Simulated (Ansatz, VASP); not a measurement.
# Si2WN4 (WSi2N4 monolayer): VASP beside Ansatz, part 2 of 2

Wanted: the spread between two codes on one cell, functional and k mesh. The cell is taken from a series of runs on this material, whose earlier steps may have relaxed, scaled, displaced or heated it; both programs get it as it stands.

VASP 6.6.1 and Ansatz 0.2.0.

So far: Set-up; VASP: single point, PBE with D3(BJ).

## (3) Ansatz: single point, PBE with D3(BJ)

Level of this step: Ansatz beside VASP: Kohn-Sham DFT, plane waves, PBE with D3(BJ) (Ansatz).

Ansatz runs on its PAW soft_1 files.

The same cell, functional, mesh and smearing now go to Ansatz, which takes its cutoff from its data sets.

The input, input.yaml:

```yaml
crystal:
  lattice:
    - [2.8897055121, 0.0, 0.0]
    - [-1.4448527561, 2.5025583829, 0.0]
    - [0.0, 0.0, 25.0763741939]
  atoms:
    - { symbol: "N", position: [0.0, 0.0, 0.3589035612] }
    - { symbol: Si, position: [0.3333333333, 0.6666666667, 0.3797539108] }
    - { symbol: "N", position: [0.3333333333, 0.6666666667, 0.4496024558] }
    - { symbol: W, position: [0.0, 0.0, 0.5] }
    - { symbol: "N", position: [0.3333333333, 0.6666666667, 0.5503975442] }
    - { symbol: Si, position: [0.3333333333, 0.6666666667, 0.6202460892] }
    - { symbol: "N", position: [0.0, 0.0, 0.6410964388] }
kpoints:
  mp_grid: { grid: [18, 18, 1] }
  band_path:
    path: [[0, 0, 0], [0.5, 0, 0], [0.33333333, 0.33333333, 0], [0, 0, 0]]
    npoints: 16
hamiltonian:
  xc: pbe
  dispersion: d3bj
  pseudopotentials: { kind: paw, azcp: { folder: soft_1 } }
scf:
  occupations: { method: fermi_dirac, width: 0.02585 }
  convergence: { dr2_threshold: 1.0e-10 }
efield:
  axis: 3
  dipole_correction: true
  ramp_position: 0.97
  ramp_width: 0.06
  amplitude: 0
output:
  dos: { projected: true, e_range: [-6, 5] }
  write_potential: true
  write_density: true
  volumetric_format: npy
  elf: true
```

Command:

```console
$ ansatz run input.yaml --threads 2 --pin off --max-ram 3072MiB --backend cpu --events-out ev --progress --plain --runs-dir out
```

Numbers of over 12 decimals in the logs are rounded to 6 here.

Output:

```text
Engine: ansatz 0.2.0, aarch64-unknown-linux-gnu
Pseudopotentials: kind: paw
Pseudopotential: N, paw, valence charge 5, recommended cutoff 420 eV (normal), soft_1/N.paw.azcp
Pseudopotential: Si, paw, valence charge 4, recommended cutoff 420 eV (normal), soft_1/Si.paw.azcp
Pseudopotential: W, paw, valence charge 14, recommended cutoff 420 eV (normal), soft_1/W.paw.azcp
Functional definition: PBE
  parameter kappa = 0.804
  parameter beta = 0.066725
  exchange = pbe_x(kappa = kappa, mu = beta*pi^2/3)
  correlation = pbe_c(beta = beta)
Crystal: 7 atoms, lattice volume = 181.344 Å³
Basis set: ecut = 420 eV, 3551 PW (Γ)
Bands: 28, of which v1, the nominal top of the filled ones, is band 21 counted from 1 (20 counted from 0)
Symmetry: 6 space group operations
k-points: 37 of 324 (time reversal used)
Non-local potential: N, projectors of the file, l = 0: 2, l = 1: 2, l = 2: 1
Non-local potential: Si, projectors of the file, l = 0: 2, l = 1: 2, l = 2: 1
Non-local potential: W, projectors of the file, l = 0: 3, l = 1: 2, l = 2: 2, l = 3: 1
PAW form: soft (Blöchl's): semilocal exchange-correlation on the pseudo side does not see the compensation charge
PAW one-centre angular grid: N, 110 points (default); XC on 64 Gauss nodes
PAW one-centre angular grid: Si, 110 points (default); XC on 64 Gauss nodes
PAW one-centre angular grid: W, 590 points (default); XC on 64 Gauss nodes
Initial density: superposition of atomic densities (neutral atoms: chi_scale 0, normalization atom)
Initial wavefunctions: pseudopotential atomic-orbital guess
Functional: x = pbe(κ = 0.804, μ = 0.219515), c = pbe(β = 0.066725)
SCF iter   1: F=—  HF=-13209.169535 eV  |F-HF|=—  |Δ(HF+E_count)|=         —  Δρ=1.15e-1  dr2=2.61e1  ethr=3.10e-3  p=0.000 e·Å  D=5.07e-14 V/Å  ΔV_dip=-0.00 eV  dr2_dipole=2.59e-9  V_vac-E_F(+/−)=6.66/6.66 eV  ⟨swp⟩=10.1  Hψ=7129  notcnv=0
efield: sawtooth ramp at fractional position 0.9700 (set: `efield.ramp_position`, or a place that a band, a saddle search or an elastic batch's reference lends), width 0.0600; the density the first Hamiltonian is built on has a dipole p = 0.000 e·Å; the dipole correction subtracts the counter field D = 5.07e-14 V/Å, which shifts the + side's vacuum level by -0.00 eV against the − side's; the planar-averaged density in the ramp window peaks in size at 3.8e-7 e/Å³
preconditioner: auto → none  [insulator: Δε(μ)=2.468 eV  Ē_g=13.706 eV  σ=0.026 eV  W_gap=1.00  n_scr=16 (ndim 8)  ℏωp=16.1 eV  f_vac=0.579  D(μ)=0.00/eV (n_scr^D=0)  ε∞_Penn≈2.4]
SCF iter   2: F=—  HF=-13204.684230 eV  |F-HF|=—  |Δ(HF+E_count)|=    4.49e0  Δρ=8.13e-2  dr2=1.69e1  ethr=3.10e-3  p=-0.000 e·Å  D=-3.60e-5 V/Å  ΔV_dip=0.00 eV  dr2_dipole=7.54e-8  V_vac-E_F(+/−)=6.79/6.79 eV  ⟨swp⟩=5.0  Hψ=3702  notcnv=0  defer=70
SCF iter   3: F=—  HF=-13202.335313 eV  |F-HF|=—  |Δ(HF+E_count)|=    2.35e0  Δρ=2.69e-2  dr2=3.52e0  ethr=3.10e-3  p=0.000 e·Å  D=6.29e-5 V/Å  ΔV_dip=-0.00 eV  dr2_dipole=1.62e-7  V_vac-E_F(+/−)=3.05/3.05 eV  ⟨swp⟩=4.1  Hψ=2705  notcnv=0  defer=59
SCF iter   4: F=—  HF=-13201.731185 eV  |F-HF|=—  |Δ(HF+E_count)|=   6.04e-1  Δρ=1.56e-2  dr2=2.94e-1  ethr=3.10e-3  p=-0.000 e·Å  D=-4.76e-5 V/Å  ΔV_dip=0.00 eV  dr2_dipole=7.39e-8  V_vac-E_F(+/−)=4.25/4.24 eV  ⟨swp⟩=3.8  Hψ=2026  notcnv=0  defer=46
SCF iter   5: F=—  HF=-13201.733766 eV  |F-HF|=—  |Δ(HF+E_count)|=   2.58e-3  Δρ=8.65e-3  dr2=1.63e-1  ethr=6.99e-4  p=0.000 e·Å  D=3.65e-4 V/Å  ΔV_dip=-0.01 eV  dr2_dipole=4.87e-6  V_vac-E_F(+/−)=3.98/3.99 eV  ⟨swp⟩=3.1  Hψ=2290  notcnv=0  defer=51
SCF iter   6: F=—  HF=-13201.702378 eV  |F-HF|=—  |Δ(HF+E_count)|=   3.14e-2  Δρ=2.07e-3  dr2=1.54e-2  ethr=3.88e-4  p=-0.000 e·Å  D=-4.82e-4 V/Å  ΔV_dip=0.01 eV  dr2_dipole=9.10e-6  V_vac-E_F(+/−)=4.22/4.21 eV  ⟨swp⟩=3.3  Hψ=1800  notcnv=0  defer=51
SCF iter   7: F=—  HF=-13201.699338 eV  |F-HF|=—  |Δ(HF+E_count)|=   3.04e-3  Δρ=5.78e-4  dr2=9.19e-4  ethr=3.66e-5  p=0.001 e·Å  D=1.03e-3 V/Å  ΔV_dip=-0.03 eV  dr2_dipole=3.94e-5  V_vac-E_F(+/−)=4.13/4.15 eV  ⟨swp⟩=2.4  Hψ=2058  notcnv=0  defer=56
SCF iter   8: F=—  HF=-13201.699600 eV  |F-HF|=—  |Δ(HF+E_count)|=   2.61e-4  Δρ=4.75e-4  dr2=2.57e-3  ethr=2.19e-6  p=-0.004 e·Å  D=-4.01e-3 V/Å  ΔV_dip=0.10 eV  dr2_dipole=6.19e-4  V_vac-E_F(+/−)=4.18/4.08 eV  ⟨swp⟩=2.5  Hψ=1979  notcnv=0  defer=56
SCF iter   9: F=—  HF=-13201.699326 eV  |F-HF|=—  |Δ(HF+E_count)|=   2.74e-4  Δρ=2.73e-4  dr2=3.03e-4  ethr=2.19e-6  p=0.000 e·Å  D=7.85e-5 V/Å  ΔV_dip=-0.00 eV  dr2_dipole=4.32e-7  V_vac-E_F(+/−)=4.12/4.12 eV  ⟨swp⟩=2.6  Hψ=1747  notcnv=0  defer=56
SCF iter  10: F=—  HF=-13201.699264 eV  |F-HF|=—  |Δ(HF+E_count)|=   6.19e-5  Δρ=3.98e-5  dr2=1.23e-6  ethr=7.21e-7  p=0.000 e·Å  D=7.49e-6 V/Å  ΔV_dip=-0.00 eV  dr2_dipole=1.89e-9  V_vac-E_F(+/−)=4.13/4.13 eV  ⟨swp⟩=2.7  Hψ=1654  notcnv=0  defer=56
SCF iter  11: F=—  HF=-13201.699279 eV  |F-HF|=—  |Δ(HF+E_count)|=   1.50e-5  Δρ=1.41e-5  dr2=5.35e-7  ethr=2.93e-9  p=-0.000 e·Å  D=-6.87e-5 V/Å  ΔV_dip=0.00 eV  dr2_dipole=3.75e-8  V_vac-E_F(+/−)=4.13/4.13 eV  ⟨swp⟩=3.0  Hψ=2253  notcnv=0  defer=56
SCF iter  12: F=—  HF=-13201.699279 eV  |F-HF|=—  |Δ(HF+E_count)|=   1.01e-7  Δρ=4.91e-6  dr2=6.53e-8  ethr=1.27e-9  p=0.000 e·Å  D=2.87e-5 V/Å  ΔV_dip=-0.00 eV  dr2_dipole=8.55e-9  V_vac-E_F(+/−)=4.13/4.13 eV  ⟨swp⟩=2.1  Hψ=1518  notcnv=0  defer=56
SCF iter  13: F=—  HF=-13201.699279 eV  |F-HF|=—  |Δ(HF+E_count)|=   1.08e-8  Δρ=1.81e-6  dr2=2.57e-9  ethr=1.56e-10  p=0.000 e·Å  D=1.54e-6 V/Å  ΔV_dip=-0.00 eV  dr2_dipole=2.68e-11  V_vac-E_F(+/−)=4.13/4.13 eV  ⟨swp⟩=2.5  Hψ=1718  notcnv=0  defer=56
SCF iter  14: F=—  HF=-13201.699279 eV  |F-HF|=—  |Δ(HF+E_count)|=   1.22e-9  Δρ=6.53e-7  dr2=3.96e-10  ethr=6.12e-12  p=0.000 e·Å  D=1.00e-6 V/Å  ΔV_dip=-0.00 eV  dr2_dipole=1.02e-11  V_vac-E_F(+/−)=4.13/4.13 eV  ⟨swp⟩=2.6  Hψ=1945  notcnv=0  defer=56
SCF iter  15: F=—  HF=-13201.699279 eV  |F-HF|=—  |Δ(HF+E_count)|=  2.60e-10  Δρ=1.90e-7  dr2=1.10e-10  ethr=1.00e-12  p=-0.000 e·Å  D=-2.69e-7 V/Å  ΔV_dip=0.00 eV  dr2_dipole=1.02e-12  V_vac-E_F(+/−)=4.13/4.13 eV  ⟨swp⟩=14.3  Hψ=5236  notcnv=0
SCF iter  16: F=-13201.699279 eV  HF=-13201.699279 eV  |F-HF|=2.00e-11  |Δ(HF+E_count)|=  1.82e-12  Δρ=9.20e-8  dr2=1.93e-11  ethr=1.00e-12  p=0.000 e·Å  D=1.12e-7 V/Å  ΔV_dip=-0.00 eV  dr2_dipole=3.95e-13  V_vac-E_F(+/−)=4.13/4.13 eV  ⟨swp⟩=3.0  Hψ=2139  notcnv=0
SCF 1 converged in 16 iterations: F = -13201.699279 eV  dr2 = 1.93e-11
  greatest PAW one-centre occupation: 0.999 electrons in one spin orbital (limit 2), on the W atom at site 3 (counted from 0), in its partial waves of l = 0
NSCF: frozen V_eff on 49 k-points
efield: sawtooth ramp at fractional position 0.9700 (kept from the solve that this one continues, or follows in the run), width 0.0600; the density the first Hamiltonian is built on has a dipole p = 0.000 e·Å; the dipole correction subtracts the counter field D = 1.12e-7 V/Å, which shifts the + side's vacuum level by -0.00 eV against the − side's; the planar-averaged density in the ramp window peaks in size at 7.2e-7 e/Å³
WARN: The output density's exchange-correlation potential varies sharply where the density is thin. Do not read a vacuum level from v_tot or v_xc, or from such a field of the output density. On a cell that repeats whose density bears no net charge and no dipole along the vacuum's axis use v_es (v_loc + v_h of the components); under efield.dipole_correction with no amplitude use v_es + v_field, which holds any externa [...]
SCF converged after 16 iterations
Free energy (F): -13201.699279 eV
Harris-Foulkes:  -13201.699279 eV  (|F-HF|=2.00e-11)
Internal energy: -13201.699279 eV  (E = F + TS)
E sigma→0 (E₀):  -13201.699279 eV
Fermi energy:    2.908417 eV
Dipole field:    D = -0.000001 V/Å  (p = -0.000001 e·Å, saw-weighted, corrected)
Work function:   Φ+ = 4.1285 eV   Φ− = 4.1285 eV
Levels:          The Fermi level and band energies are counted from a zero that moves with the ramp; work functions are not
--- Per-component energies (eV) ---
  E_band       = -566.232135
  E_kinetic    = 1036.848051
  E_local      = -44715.519475  (includes V_loc(G=0)·N_el)
  E_nonlocal   = 156.181462
  E_hartree    = 21919.064154
  E_xc         = -623.050634
  E_vxc        = -634.540038  (∫ρ·V_xc dr)
  E_paw        = -10113.996980  (= ΣΔE_a)
  E_vpaw       = -247.333772  (= ΣTr[D̂ρ^β])
  E_aug_tail   = 0.003719  (compensation charges beyond the density's cutoff)
  E_efield     = 0.000000  (sawtooth field / dipole correction)
  E_vefield    = 0.000000  (∫n·V_field dr)
  E_ewald      = 19140.605433
  E_disp       = -1.835008  (pairwise vdW)
  E_smearing   = -0.000000  (= −TS)
  E_closure    = -0.000000  (closes the sum)
  Σ components = -13201.699279   (vs F -13201.699279, Δ=0.00e0)
--- Band table (eV; the first three rows and the last of 37) ---
  k-point 0: bands = [... 17 lower, -0.8374, -0.7796, -0.7796, 1.6964, 4.8163, 4.8163, 5.4744, 5.4744, ... 3 higher]
  k-point 1: bands = [... 17 lower, -0.9899, -0.8482, -0.6459, 1.6663, 4.6832, 4.8153, 5.3319, 5.5712, ... 3 higher]
  k-point 2: bands = [... 17 lower, -1.1664, -1.0353, -0.5918, 1.5154, 4.5371, 4.8184, 5.2180, 5.8348, ... 3 higher]
  k-point 36: bands = [... 17 lower, -2.5763, -0.6573, 0.0881, 1.3912, 4.1679, 5.1629, 6.4851, 6.8597, ... 3 higher]
```

The column dr2 measures how far the density is from self-consistency, as an energy; F and HF (Harris–Foulkes) agree once it is small.

## (4) Differences

Known differences besides the potentials themselves: the data sets hold 42 valence electrons in Ansatz (on its PAW soft_1 files) and 34 in VASP; the cutoff is 420 eV in Ansatz and 520 eV in VASP. Total energies have different zeros and are not compared.

The two programs side by side:

| quantity | Ansatz | VASP | difference |
| --- | --- | --- | --- |
| gap on the k mesh (eV) | 2.430 | 2.449 | -0.019 |

A gap on the mesh is an upper bound, since the band edges may lie between its points; neither run holds spin-orbit coupling, which can move the band edges of a compound of W. With vacuum in the cell, a pressure given here is an average over mostly empty space and none of the material.

## (5) What came out

| Property | Result |
| --- | --- |
| difference in gap on the k mesh (single point, PBE with D3(BJ)) | -0.019 eV |

What this shows: The difference in gap on the k mesh is -0.019 eV (single point, PBE with D3(BJ)), within the 0.08 eV picked in this series as the mark of a large difference. The data sets hold unlike numbers of valence electrons (42 in Ansatz and 34 in VASP), so part of the differences comes from the potentials. Such differences can come from data sets, numerical settings and the points named under the comparisons, not from the functional's error against experiment.

[Lines on the potential files, build, host, timing and source positions are cut from VASP's logs without a mark.]

[Logs are printed without paths, hosts, clocks, repeated set-up lines and the standing remarks that a program may print on its own settings, such as how far it seeks lower states.]

[Hosts, paths, dates, database ids (printed as entryN), source tags and the programs' standing remarks are cut or masked in the printed files.]
